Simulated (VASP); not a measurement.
Au: relaxation of cell and atoms with PBE

The system is Au.

```
Au
1.0
     0.00000    2.07994    2.07994
     2.07994    0.00000    2.07994
     2.07994    2.07994    0.00000
Au
1
Direct
  0.00000 0.00000 0.00000
```

```
Program                : VASP 6.6.1
Task                   : relaxation of cell and atoms
Functional             : PBE
Potentials or basis    : VASP PAW PBE potentials, release 64 (Au)
Cutoff                 : 300 eV
k mesh                 : 8 × 8 × 8
Occupations            : methfessel-paxton, width 0.1 eV
Spin                   : no spin polarisation
Further INCAR settings : ALGO = Normal; EDIFF = 1e-07; IBRION = 2; EDIFFG = -0.005; NSW = 90; ISIF = 3
```

* Relaxed volume: 17.95 Å³/atom
* Relaxed cell: a = 2.939 Å, b = 2.939 Å, c = 2.939 Å, α = 60.00°, β = 60.00°, γ = 60.00°
* Space group after relaxing (to 0.05 Å): Fm-3m (No. 225)
* Energy gained by relaxing: 0.0 meV/atom
* Ionic steps: 3
* Pressure after relaxing: 0.0 GPa
* Band gap on the k mesh: none (metal or under the smearing width)

Final structure:
```xyz
1
Lattice="0.0000 2.0782 2.0782 2.0782 0.0000 2.0782 2.0782 2.0782 0.0000" Properties=species:S:1:pos:R:3 pbc="T T T"
Au    0.0000    0.0000    0.0000
```

Levels at points of the mesh, in eV from the Fermi level:
```
           k point  band 2  band 3  band 4  band 5  band 6  band 7  band 8  band 9
(0.00, 0.00, 0.00)   -4.29   -4.29   -4.29   -2.91   -2.91   14.70   18.40   18.40
(0.50, 0.00, 0.00)   -4.32   -4.32   -1.81   -1.81   -0.60    2.92   14.14   16.85
(0.50, 0.50, 0.00)   -6.18   -1.85   -1.52   -1.52    1.29    5.48    9.98    9.98
```

Wall time 7.3 s on 1 thread of Intel(R) Xeon(R) Platinum 8259CL CPU @ 2.50GHz (Skylake/Cascade Lake), with other jobs on the host, peak memory 0.12 GiB.

Spin-orbit coupling is left out, which matters for the levels of Au.
